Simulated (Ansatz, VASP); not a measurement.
# Cross-check of Co3SiSb2 between VASP and Ansatz, part 2 of 2

One calculation is typed for both programs; each brings its own data sets and cutoff. How far apart do they land? The cell is invented: As first built, before any earlier steps moved the atoms (in the runner's words): it takes the Y2Co3Si structure with some of its atoms replaced by other elements, volume scaled by an estimate. It may not be a known or stable phase. The cell is taken from a series of VASP runs on this material, whose earlier steps may have relaxed, scaled or displaced it; both programs get it as it stands.

VASP 6.6.1 and Ansatz 0.2.0.

So far. Step 2 (Ansatz: single point, LDA): The run ends at a pressure of -9.10 GPa, with forces up to 0.24 eV/Å.

### 3. VASP: single point, LDA

Level of this step: LDA, spin-polarised from a ferromagnetic start; plane waves and PAW (Sb, Co, Si); invented cell (VASP).

The same cell, functional (in two slightly different forms), mesh and smearing now go to VASP, with its own data sets and cutoff.

Lines of VASP's logs that name or quote its potential files are left out, and so is its time.

Contents of INCAR:

```
SYSTEM = Co3SiSb2
PREC = Accurate
ENCUT = 400
EDIFF = 1E-06
NELM = 100
ISMEAR = -1
SIGMA = 0.05
LREAL = .FALSE.
ALGO = Normal
GGA = CA
ISPIN = 2
MAGMOM = 0 0 2 2 2 0
LMAXMIX = 4
LORBIT = 11
LWAVE = .FALSE.
LCHARG = .FALSE.
KPAR = 2
ISIF = 2
```

Contents of POSCAR:

```
Co3SiSb2
1.0
    2.6191308504      1.5121557737      3.7194397073
   -2.6191308504      1.5121557737      3.7194397073
    0.0000000000     -3.0243115473      3.7194397073
Sb Co Si
2 3 1
Direct
    0.6467680000      0.6228300000      0.6372960000
    0.3711970000      0.3501030000      0.3809980000
   -0.0061760000      0.4981570000      0.0010910000
    0.5098430000      0.0042610000     -0.0073930000
    0.0071560000     -0.0030960000      0.4947410000
    0.0069740000     -0.0030540000     -0.0017450000
```

Contents of KPOINTS:

```
Automatic mesh
0
Gamma
5 5 5
0 0 0
```

Potentials, in the order of the species: Sb, Co and Si (PBE family, release 64).

Started as:

```
$ mpirun -np 2 vasp_std
```

Numbers of over 12 decimals in the logs are rounded to 6 here.

The log of the run:

```text
[banner, memory and clock lines left out]
running    2 mpi-ranks, on    1 nodes
 distrk:  each k-point on    1 cores,    2 groups
 distr:  one band on    1 cores,    1 groups

 POSCAR found type information on POSCAR SbCoSi
 POSCAR found :  3 types and       6 ions
|                                                                             |
|               ----> ADVICE to this user running VASP <----                  |
|                                                                             |
|     You enforced a specific xc type in the INCAR file but a different       |
|     [... a line on the potential file left out ...]
|     I HOPE YOU KNOW WHAT YOU ARE DOING!                                     |
|                                                                             |

 LDA part: xc-table for (Slater(with rela. corr.)+CA(PZ))
 , standard interpolation
 POSCAR, INCAR and KPOINTS ok, starting setup
 FFT: planning ... GRIDC
 FFT: planning ... GRID_SOFT
 FFT: planning ... GRID
 WAVECAR not read
 entering main loop
       N       E                     dE             d eps       ncg     rms          rms(c)
DAV:   1     0.228765564752E+03    0.22877E+03   -0.14025E+04  6804   0.126E+03
DAV:   2    -0.263094159204E+02   -0.25507E+03   -0.24760E+03  6819   0.313E+02
DAV:   3    -0.417946640934E+02   -0.15485E+02   -0.14672E+02  8240   0.899E+01
DAV:   4    -0.424432949801E+02   -0.64863E+00   -0.63975E+00  8705   0.171E+01
DAV:   5    -0.424641113465E+02   -0.20816E-01   -0.20787E-01  8826   0.300E+00    0.193E+01
DAV:   6    -0.512303918974E+02   -0.87663E+01   -0.92911E+01  9018   0.126E+02    0.315E+01
DAV:   7    -0.393637373426E+02    0.11867E+02   -0.46431E+01  8333   0.916E+01    0.635E+00
DAV:   8    -0.396075575868E+02   -0.24382E+00   -0.42472E+00  9242   0.136E+01    0.430E+00
DAV:   9    -0.401905260365E+02   -0.58297E+00   -0.48451E+00 10059   0.296E+01    0.113E+01
DAV:  10    -0.396406329551E+02    0.54989E+00   -0.39818E+00  9985   0.228E+01    0.443E+00
DAV:  11    -0.395639100265E+02    0.76723E-01   -0.55970E-01 10365   0.934E+00    0.160E+00
DAV:  12    -0.395706111701E+02   -0.67011E-02   -0.31697E-02  9207   0.193E+00    0.109E+00
DAV:  13    -0.395732275714E+02   -0.26164E-02   -0.20490E-02 10404   0.150E+00    0.294E-01
DAV:  14    -0.395731436195E+02    0.83952E-04   -0.24969E-03 10227   0.584E-01    0.886E-02
DAV:  15    -0.395731986760E+02   -0.55056E-04   -0.22375E-04  8471   0.170E-01    0.451E-02
DAV:  16    -0.395731979386E+02    0.73735E-06   -0.35822E-05 10240   0.654E-02    0.317E-02
DAV:  17    -0.395732022003E+02   -0.42617E-05   -0.19859E-05  9005   0.487E-02    0.105E-02
DAV:  18    -0.395732029862E+02   -0.78593E-06   -0.34023E-06  4553   0.199E-02
   1 F= -.39573203E+02 E0= -.39550654E+02  d E =-.450977E-01  mag=     0.0010
```

Parts of OUTCAR (step 3):

```text
ion  position               nearest neighbor table
   1  0.647  0.623  0.637-   3 2.62   5 2.69   4 2.71   4 2.95   2 2.99   5 3.00   3 3.00   6 3.00
                             5 3.06   6 3.06   6 3.07   4 3.07   3 3.08   2 3.08   2 3.09   2 3.16
   2  0.371  0.350  0.381-   5 2.66   4 2.69   3 2.77   4 2.92   6 2.98   5 2.98   3 2.99   1 2.99
                             3 3.00   5 3.03   6 3.06   1 3.08   1 3.09   6 3.11   4 3.12   1 3.16
   3  0.994  0.498  0.001-   6 2.38   6 2.41   4 2.59   5 2.61   1 2.62   5 2.63   4 2.65   2 2.77
                             2 2.99   1 3.00   2 3.00   1 3.08
   4  0.510  0.004  0.993-   6 2.38   6 2.41   3 2.59   5 2.61   5 2.63   3 2.65   2 2.69   1 2.71
                             2 2.92   1 2.95   1 3.07   2 3.12
   5  0.007  0.997  0.495-   6 2.38   6 2.41   3 2.61   4 2.61   4 2.63   3 2.63   2 2.66   1 2.69
                             2 2.98   1 3.00   2 3.03   1 3.06
   6  0.007  0.997  0.998-   4 2.38   5 2.38   3 2.38   3 2.41   5 2.41   4 2.41   2 2.98   1 3.00
                             2 3.06   1 3.06   1 3.07   2 3.11

  LATTYP: Found a trigonal (rhomboedric) cell.
 ALAT       =     4.7938182310
 COS(alpha) =     0.4029904718

 Subroutine GETGRP returns: Found  1 space group operations
 (whereof  1 operations were pure point group operations)

The static configuration has the point symmetry C_1 .

 Found     63 irreducible k-points:

   k-points           NKPTS =     63   k-points in BZ     NKDIM =     63   number of bands    NBANDS=     27

   dimension x,y,z NGX =    32 NGY =   32 NGZ =   32
   dimension x,y,z NGXF=    64 NGYF=   64 NGZF=   64

   ENCUT  =  400.0 eV  29.40 Ry    5.42 a.u.   7.82  7.82  7.82*2*pi/ulx,y,z

   NELECT =      41.0000    total number of electrons

 k-points in reciprocal lattice and weights: Automatic mesh
   0.00000000  0.00000000  0.00000000       0.008
   0.20000000 -0.00000000 -0.00000000       0.016
  -0.00000000  0.20000000 -0.00000000       0.016
   0.00000000  0.00000000  0.20000000       0.016
   0.40000000 -0.00000000 -0.00000000       0.016
  -0.00000000  0.40000000 -0.00000000       0.016
   0.00000000  0.00000000  0.40000000       0.016
   0.20000000  0.20000000 -0.00000000       0.016
  -0.20000000 -0.00000000 -0.20000000       0.016
[...]
0.40000000 -0.40000000  0.40000000       0.016
   0.40000000  0.40000000 -0.40000000       0.016

 average (electrostatic) potential at core
       1 -81.8738       2 -81.8889       3 -76.6424       4 -76.6402       5 -76.6515
       6 -78.1711

 E-fermi :  10.8268

 spin component 1
 k-point     1 :       0.0000    0.0000    0.0000
  band No.  band energies     occupation
    ...
     17      10.1823      1.00000
     18      10.2949      0.99998
     19      10.3568      0.99992
     20      10.3613      0.99991
     21      10.7564      0.80335
     22      11.1928      0.00066
     23      11.7033      0.00000
     24      11.7830      0.00000
     25      12.2927      0.00000
     26      12.4526      0.00000
    ...

 k-point     2 :       0.2000   -0.0000   -0.0000
  band No.  band energies     occupation
    ...
     18      10.2865      0.99998
     19      10.3593      0.99991
     20      10.5067      0.99834
     21      10.7751      0.73735
     22      10.8190      0.53895
     23      11.4353      0.00001
     24      11.5808      0.00000
     25      12.4078      0.00000
     26      12.7358      0.00000
     27      13.9240      0.00000

 k-point     3 :      -0.0000    0.2000   -0.0000
  band No.  band energies     occupation
    ...
     17      10.2236      0.99999
     18      10.2762      0.99998
     19      10.3578      0.99992
     20      10.5016      0.99850
     21      10.7720      0.74941
     22      10.8321      0.47321
     23      11.4424      0.00000
     24      11.5716      0.00000
     25      12.4091      0.00000
     26      12.7303      0.00000
    ...

 k-point     4 :       0.0000    0.0000    0.2000
  band No.  band energies     occupation
    ...
     18      10.2897      0.99998
     19      10.3727      0.99989
     20      10.5032      0.99845
     21      10.7723      0.74835
     22      10.8077      0.59415
     23      11.4779      0.00000
     24      11.5466      0.00000
     25      12.4093      0.00000
     26      12.6987      0.00000
     27      13.9815      0.00000

 k-point     5 :       0.4000   -0.0000   -0.0000
  band No.  band energies     occupation
    ...
     17      10.1967      1.00000
     18      10.3356      0.99995
     19      10.4400      0.99956
     20      10.4758      0.99911
     21      10.6265      0.98209
     22      11.1692      0.00106
     23      11.4796      0.00000
     24      11.8425      0.00000
     25      12.9356      0.00000
     26      13.1345      0.00000
    ...

 k-point     6 :      -0.0000    0.4000   -0.0000
  band No.  band energies     occupation
    ...
     17      10.2018      1.00000
     18      10.3201      0.99996
     19      10.4407      0.99956
     20      10.4857      0.99891
     21      10.6265      0.98212
     22      11.1620      0.00122
     23      11.4708      0.00000
     24      11.8464      0.00000
     25      12.9048      0.00000
     26      13.1587      0.00000
    ...

  Total       -4.1164056     -4.5747197     -5.3448387     -0.0179190      0.4265745      0.1438569
  in kB      -74.6184522    -82.9263535    -96.8863702     -0.3248194      7.7325537      2.6077072
  external PRESSURE =     -84.8103920 kB  Pullay stress =       0.0000000 kB

  energy-cutoff  :      400.00
  volume of cell :       88.39
      direct lattice vectors                 reciprocal lattice vectors
     2.619130850  1.512155774  3.719439707     0.190903024  0.110217922  0.089619233
    -2.619130850  1.512155774  3.719439707    -0.190903024  0.110217922  0.089619233
     0.000000000 -3.024311547  3.719439707     0.000000000 -0.220435843  0.089619233

 POSITION                                       TOTAL-FORCE (eV/Angst)
 -----------------------------------------------------------------------------------
      0.06270     -0.00755      7.09258        -0.095945     -0.119549     -0.033540
      0.05525     -0.06154      4.09993        -0.003739      0.255917     -0.034801
      1.29822      2.25281      5.55339         0.047851     -0.091217      0.156406
      1.32419     -2.22455      5.60412        -0.215360      0.100369     -0.043313
     -2.59228      0.02204      5.57470         0.129017     -0.056163      0.002005
     -2.59287     -1.50095      7.44697         0.138175     -0.089356     -0.046756
 -----------------------------------------------------------------------------------
    total drift:                                0.000130     -0.000030     -0.000101

  FREE ENERGIE OF THE ION-ELECTRON SYSTEM (eV)
  ---------------------------------------------------
  free  energy   TOTEN  =       -39.5732029862 eV

  energy  without entropy=      -39.5281052984  energy(sigma->0) =      -39.55065414

 total charge
# of ion       s       p       d       tot
------------------------------------------
    1        1.219   1.111   0.093   2.422
    2        1.221   1.104   0.091   2.416
    3        0.400   0.414   7.490   8.303
    4        0.399   0.413   7.488   8.300
    5        0.401   0.418   7.491   8.310
    6        0.761   0.844   0.000   1.604
--------------------------------------------------
tot          4.400   4.303  22.653  31.356

 magnetization (x)
# of ion       s       p       d       tot
------------------------------------------
    1        0.000  -0.000  -0.000  -0.000
    2        0.000  -0.000  -0.000   0.000
    3        0.000   0.000   0.002   0.002
    4        0.000   0.000   0.001   0.001
    5       -0.000  -0.000  -0.001  -0.001
    6       -0.000  -0.000   0.000  -0.000
--------------------------------------------------
tot          0.000  -0.000   0.002   0.002

[... 6 further parts left out ...]
```

The PAW data sets were made with PBE, though LDA sets exist; this is a small mismatch.

### 4. Differences

Known differences besides the potentials themselves: the two LDA forms differ slightly; the data sets hold 85 valence electrons in Ansatz (default PAW (the set named soft_2) files) and 41 in VASP; the cutoff is 420 eV in Ansatz and 400 eV in VASP; Ansatz makes its cores anew for this functional, VASP keeps those of its PBE data sets; VASP's log shows a relativistic correction to its local exchange, Ansatz's none. Total energies have different zeros and are not compared.

Both answers:

```tsv
quantity	Ansatz	VASP	difference
pressure (GPa)	-9.10	-8.48	-0.62
pressure without Ansatz's Pulay correction (GPa)	-9.23	-8.48	-0.75
```

Forces (eV/Å; atoms numbered as in POSCAR):

```tsv
atom	Ansatz x, y, z	VASP x, y, z
Sb1	-0.087, -0.116, -0.008	-0.096, -0.120, -0.034
Sb2	0.001, 0.239, -0.053	-0.004, 0.256, -0.035
Co3	0.044, -0.092, 0.143	0.048, -0.091, 0.156
Co4	-0.213, 0.106, -0.039	-0.215, 0.100, -0.043
Co5	0.129, -0.052, 0.001	0.129, -0.056, 0.002
Si6	0.126, -0.085, -0.043	0.138, -0.089, -0.047
```

The forces differ by 10 meV/Å r.m.s., which is 8.9 % of the r.m.s. force of 0.11 eV/Å (both taken over all components). Ansatz's pressure holds a Pulay correction of 0.13 GPa; VASP's holds none.

### 5. Summary of results

| Item | Value |
| --- | --- |
| r.m.s. force difference (single point, LDA) | 10 meV/Å |
| difference in pressure (single point, LDA) | -0.62 GPa |

In words: The r.m.s. force difference is 10 meV/Å (single point, LDA), within the 12 meV/Å picked in this series as the mark of a large difference. How closely two codes agree says nothing of how well the functional describes the real material.

[Lines on the potential files, build, host, timing and source positions are cut from VASP's logs without a mark.]

[Logs are printed without paths, hosts, clocks, repeated set-up lines and the standing remarks that a program may print on its own settings, such as how far it seeks lower states.]

[Hosts, paths, dates, database ids (printed as entryN), source tags and the programs' standing remarks are cut or masked in the printed files.]

[VASP's PBE data sets in a run with another functional are called a small mismatch above; for pressures it isn't always small: they can move by 1 GPa and more.]
